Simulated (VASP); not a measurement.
Given:

```
CELL_PARAMETERS angstrom
      0.00000     2.54599     2.54599
      2.54599     0.00000     2.54599
      2.54599     2.54599     0.00000
ATOMIC_POSITIONS crystal
  Zr 0.00000 0.00000 0.00000
  O  0.25000 0.25000 0.25000
  O  0.75000 0.75000 0.75000
```

The numbers are results of r2SCAN meta-GGA, VASP's PBE PAW potentials (set 64) (plane waves; VASP), not measurements. Settings: 520 eV cut-off, 8×8×8 Γ-centred mesh, tetrahedra with Blöchl corrections, potentials Zr_sv O.

Question: Give the energies of bands 7 to 15 at the high-symmetry points, in eV from the valence-band maximum.

Answer: 
| band | Γ | X | U | L | W |
|---|---|---|---|---|---|
| 7 | -5.31 | -5.97 | -5.37 | -4.26 | -4.79 |
| 8 | -5.31 | -3.22 | -3.67 | -4.26 | -4.71 |
| 9 | -5.31 | -3.22 | -3.13 | -2.59 | -2.42 |
| 10 | -0.55 | -1.52 | -2.23 | -2.50 | -2.42 |
| 11 | -0.55 | -1.52 | -1.22 | -1.68 | -1.38 |
| 12 | -0.55 | 0.00 | -0.34 | -1.68 | -0.21 |
| 13 | 3.87 | 4.27 | 4.49 | 4.48 | 4.90 |
| 14 | 3.87 | 5.24 | 5.24 | 4.48 | 5.09 |
| 15 | 7.17 | 6.37 | 6.70 | 6.61 | 6.82 |

The gap is indirect, 3.87 eV, from the valence maximum at X to the conduction minimum at Γ.

The structure comes from a computed database's ZrO2 entry (Fm-3m); how it stands against other phases isn't given here. It was relaxed first.
